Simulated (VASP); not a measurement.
VASP runs on PtAl₂ (space group Fm-3m) share one base input (PBEsol GGA, plane waves, VASP's PBE PAW potentials (set 64)) and change the settings named in each case.

**INCAR**
```
SYSTEM = PtAl2
PREC = Accurate; ENCUT = 300; LREAL = .False.
LASPH = .True.
EDIFF = 1E-6; NELM = 100; ALGO = Normal
LMAXMIX = 6
ISMEAR = 0; SIGMA = 0.136
GGA = PS
ISIF = 2
LWAVE = .False.; LCHARG = .False.
```

**POSCAR**
```
PtAl2
1
    0.0000000000     2.9550000000     2.9550000000
    2.9550000000     0.0000000000     2.9550000000
    2.9550000000     2.9550000000     0.0000000000
Al Pt
2 1
Direct
  0.2500000000   0.2500000000   0.2500000000
  0.7500000000   0.7500000000   0.7500000000
  0.0000000000   0.0000000000   0.0000000000
```

KPOINTS:
```
Automatic mesh
0
G
10 10 10
```

POTCAR, in this order: Al Pt (PBE.64 set). Program: vasp_std.

```tsv
change	E(σ→0) (eV/atom)	pressure (GPa)	−TS (eV)
base run	-5.9238	-1.17	-0.0098
GGA removed, POTCAR Al Pt (LDA.64 set)	-6.1967	…	…
GGA_COMPAT = .FALSE., LNONCOLLINEAR = .TRUE., LSORBIT = .TRUE., MAGMOM = 0.0 0.0 0.0 0.0 0.0 0.0 0.0 0.0 0.0, program vasp_ncl	-6.0407	…	…
KPOINTS 5×5×5 Γ-centred mesh	-5.8983	-0.89	-0.0292
```

Q: Complete the blanks.

A: 
- GGA_COMPAT = .FALSE., LNONCOLLINEAR = .TRUE., LSORBIT = .TRUE., MAGMOM = 0.0 0.0 0.0 0.0 0.0 0.0 0.0 0.0 0.0, program vasp_ncl, pressure (GPa): -1.56
- GGA_COMPAT = .FALSE., LNONCOLLINEAR = .TRUE., LSORBIT = .TRUE., MAGMOM = 0.0 0.0 0.0 0.0 0.0 0.0 0.0 0.0 0.0, program vasp_ncl, −TS (eV): -0.0101
- GGA removed, POTCAR Al Pt (LDA.64 set), pressure (GPa): -3.81
- GGA removed, POTCAR Al Pt (LDA.64 set), −TS (eV): -0.0097

Energies of different potentials or functionals have different zeros.  Unless said otherwise, spin-orbit coupling is left out, though it shifts the bands of the heavy elements here. At 300 eV the pressure can carry a Pulay error.

Left out are runs that ran out of time, are held back, or changed the cell or the kind of run, fixed moments of cells without a moment, rows past the twelfth, gaps on odd meshes, pressures of charged cells and columns that move by less than the noise.

The structure is a typed PtAl2 crystal (Fm-3m). The cell was not relaxed at this level.
